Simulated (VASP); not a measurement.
Calculation: PBE GGA, VASP's PBE PAW potentials (set 64) (plane waves; VASP).

The input files of a VASP run:

### POSCAR
```
Pt
1
    0.0000000000     1.9208000000     1.9208000000
    1.9208000000     0.0000000000     1.9208000000
    1.9208000000     1.9208000000     0.0000000000
Pt
1
Direct
  0.0000000000   0.0000000000   0.0000000000
```

KPOINTS:
```
Automatic mesh
0
Gamma
19 19 19
0 0 0
```

**INCAR**
```
! general
SYSTEM  = Pt
PREC    = Accurate
ENCUT   = 300
LREAL   = .FALSE.
LASPH   = .TRUE.

! electronic loop
EDIFF   = 1E-6
NELM    = 100
ALGO    = Normal
LMAXMIX = 6

! smearing
ISMEAR  = 0
SIGMA   = 0.136

! functional
GGA     = PE

! ions
ISIF    = 2

! output
LWAVE   = .FALSE.
LCHARG  = .FALSE.
```

POTCAR, in this order: Pt (PBE.64 set). Program: vasp_std.

The run wrote:

File OSZICAR:
```
       N       E                     dE             d eps       ncg     rms          rms(c)
DAV:   1     0.137841574612E+02    0.13784E+02   -0.40032E+03  5219   0.630E+02
DAV:   2    -0.623649660149E+01   -0.20021E+02   -0.19022E+02  4200   0.127E+02
DAV:   3    -0.634465941800E+01   -0.10816E+00   -0.10761E+00  4860   0.954E+00
DAV:   4    -0.634497444272E+01   -0.31502E-03   -0.31500E-03  4417   0.502E-01
DAV:   5    -0.634497662120E+01   -0.21785E-05   -0.21791E-05  4640   0.380E-02    0.155E+01
DAV:   6    -0.603602926323E+01    0.30895E+00   -0.69072E-01  4048   0.777E+00    0.833E+00
DAV:   7    -0.598829835939E+01    0.47731E-01   -0.18680E-01  4187   0.393E+00    0.253E+00
DAV:   8    -0.598428844603E+01    0.40099E-02   -0.97594E-03  4228   0.963E-01    0.538E-01
DAV:   9    -0.598411231660E+01    0.17613E-03   -0.21566E-04  4191   0.150E-01    0.178E-02
DAV:  10    -0.598411818016E+01   -0.58636E-05   -0.36308E-06  4784   0.142E-02    0.364E-03
DAV:  11    -0.598411817487E+01    0.52977E-08   -0.20087E-08  2163   0.151E-03
   1 F= -.59841182E+01 E0= -.59758524E+01  d E =-.165316E-01
```

**OUTCAR**
```
------------------------ aborting loop because EDIFF is reached ----------------------------------------
  FORCE on cell =-STRESS in cart. coord.  units (eV):
  Direction    XX          YY          ZZ          XY          YZ          ZX
  --------------------------------------------------------------------------------------
  Total        2.7061708      2.7061708      2.7061708     -0.0000000      0.0000000      0.0000000
  in kB      305.9069555    305.9069555    305.9069555     -0.0000000      0.0000000      0.0000000
  external PRESSURE =     305.9069555 kB  Pullay stress =       0.0000000 kB
  volume of cell :       14.17
      direct lattice vectors                 reciprocal lattice vectors
     0.000000000  1.920800000  1.920800000    -0.260308205  0.260308205  0.260308205
     1.920800000  0.000000000  1.920800000     0.260308205 -0.260308205  0.260308205
     1.920800000  1.920800000  0.000000000     0.260308205  0.260308205 -0.260308205
 POSITION                                       TOTAL-FORCE (eV/Angst)
 -----------------------------------------------------------------------------------
      0.00000      0.00000      0.00000        -0.000000     -0.000000     -0.000000
 -----------------------------------------------------------------------------------
    total drift:                                0.000000      0.000000     -0.000000
  FREE ENERGIE OF THE ION-ELECTRON SYSTEM (eV)
  ---------------------------------------------------
  free  energy   TOTEN  =        -5.9841181749 eV

  energy  without entropy=       -5.9675865531  energy(sigma->0) =       -5.97585236
```
(Selected blocks of OUTCAR.)

File OUTCAR:
```
 val. band max:       12.4961882580   @ k =   0.4737   0.3684   0.0526

 cond. band min:      12.5022052771   @ k =  -0.3684   0.3684   0.1579


 Fermi energy:        12.5014151715

 k-point     1 :       0.0000    0.0000    0.0000
  band No.  band energies     occupation
      1       1.5620      2.00000
      2       8.3190      2.00000
      3       8.3190      2.00000
      4       8.3190      2.00000
      5      10.7076      2.00000
      6      10.7076      2.00000
      7      26.9380      0.00000
      8      32.2615      0.00000
      9      32.2615      0.00000

 k-point     2 :       0.0526    0.0000    0.0000
  band No.  band energies     occupation
      1       1.6811      2.00000
      2       8.2620      2.00000
      3       8.3682      2.00000
      4       8.3682      2.00000
      5      10.6781      2.00000
      6      10.6781      2.00000
      7      27.1333      0.00000
      8      31.6490      0.00000
      9      32.4524      0.00000

 k-point     3 :       0.1053    0.0000    0.0000
  band No.  band energies     occupation
      1       2.0281      2.00000
      2       8.1134      2.00000
      3       8.4989      2.00000
      4       8.4989      2.00000
      5      10.6117      2.00000
      6      10.6117      2.00000
      7      27.6748      0.00000
      8      30.3439      0.00000
      9      33.0108      0.00000

 k-point     4 :       0.1579    0.0000    0.0000
  band No.  band energies     occupation
      1       2.5677      2.00000
      2       7.9389      2.00000
      3       8.6551      2.00000
      4       8.6551      2.00000
      5      10.5777      2.00000
      6      10.5777      2.00000
      7      28.4007      0.00000
      8      28.8713      0.00000
      9      33.8936      0.00000

 k-point     5 :       0.2105    0.0000    0.0000
  band No.  band energies     occupation
      1       3.2230      2.00000
      2       7.8477      2.00000
      3       8.7430      2.00000
...
```

At this cut-off the stress carries a Pulay error, which pulls relaxed volumes low. Unless said otherwise, spin-orbit coupling is left out, though it shifts the bands of the heavy elements here.

The structure is a typed Pt crystal (Fm-3m). The cell was not relaxed at this level, and its volume differs by -5.9 % from the start's.
